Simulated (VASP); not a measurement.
An input for Ansatz (written as the equivalent of a VASP run, and not itself run):

Ansatz 0.2 input:
```yaml
crystal:
  lattice:
    - [0.0000000, 2.7015010, 2.7759240]
    - [2.7358450, 0.0000000, 2.7759240]
    - [2.7358450, 2.7015010, 0.0000000]
  atoms:
    - { symbol: Ce, position: [0.0000000, 0.0000000, 0.0000000] }
    - { symbol: O, position: [0.2500000, 0.2500000, 0.2500000] }
    - { symbol: O, position: [0.7462460, 0.7537540, 0.7537540] }
kpoints:
  mp_grid: { grid: [6, 6, 6] }
hamiltonian:
  xc: pbe
  pseudopotentials: { kind: paw }
scf:
  occupations: { method: gaussian, width: 0.05 }
  max_iter: 100
output: { forces: true, stress: true, eigenvalues: true }
```

**Question.** Write the VASP files for the same calculation (PBE).

**Answer.** One answer among several that fit: 
**KPOINTS**
```
Automatic mesh
0
Gamma
  6 6 6
```

### INCAR
```
ALGO=Normal
EDIFF=1E-6
ENCUT=750
GGA=PE
ISIF=2
ISMEAR=0
LASPH=.True.
LCHARG=.False.
LMAXMIX=6
LREAL=.False.
LWAVE=.False.
NELM=100
PREC=Accurate
SIGMA=0.05
SYSTEM=CeO2
```

### POSCAR
```
CeO2
5.5518480
  0.0000000000   0.4865949140   0.5000000000
  0.4927809623   0.0000000000   0.5000000000
  0.4927809623   0.4865949140   0.0000000000
Ce O
1 2
Cartesian
  0.0000000000   0.0000000000   0.0000000000
  0.2463904812   0.2432974570   0.2500000000
  0.7428712429   0.7298923710   0.7500000000
```

POTCAR, in this order: Ce O (PBE.64 set). Program: vasp_std.

What does not carry over: each code has its own PAW files, so the cut-off isn't converted (ENCUT is set for VASP's; basis.ecutwfc is left out, and Ansatz then takes the one that its files recommend); Ansatz stops its SCF on the density residual and VASP on the energy change (EDIFF).

The compound is CeO2 in the fluorite structure. The cell was not relaxed at this level, atoms are displaced from their ideal sites. The run is one of a series of settings (ENCUT = 750 against the base run), some of them coarse on purpose.
